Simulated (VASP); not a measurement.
Given:

```xyz
2
Lattice="1.2550 -2.1737 0.0000 1.2550 2.1737 0.0000 0.0000 0.0000 4.0700" Properties=species:S:1:pos:R:3 pbc="T T T"
Co     1.2550     0.7246     1.0175
Co     1.2550    -0.7246     3.0525
```
Starting moments (μB, in the order of the record's atoms Co Co): 1.8 1.8.

These are PW91 GGA, VASP's PBE PAW potentials (set 64) (plane waves; VASP) values and carry that method's errors. Settings: 520 eV cut-off, 15×15×8 Γ-centred mesh, first-order Methfessel-Paxton smearing of 0.10 eV, potentials Co.

Energy and stress use the plane-wave basis of the starting cell.

Task: The ions, cell shape and volume are relaxed. Which structure does the run end with?

Result: 
```xyz
2
Lattice="1.2466 -2.1591 0.0000 1.2466 2.1591 0.0000 0.0000 0.0000 4.0199" Properties=species:S:1:pos:R:3 pbc="T T T"
Co     1.2466     0.7197     1.0050
Co     1.2466    -0.7197     3.0149
```
Space group P6_3/mmc (194), at a tolerance of 0.03 Å. The cell ends with 3.19 μB, on the sites 1.61 1.61 μB.

Task: How do energy and volume change from the first to the last step?

Result: The energy (σ→0) changes by -4.7 meV/atom and the volume by -2.6 %, in 7 ionic steps.

The compound is Co in the hcp structure. This run relaxes it. Symmetry was kept, so distortions that lower it aren't found.
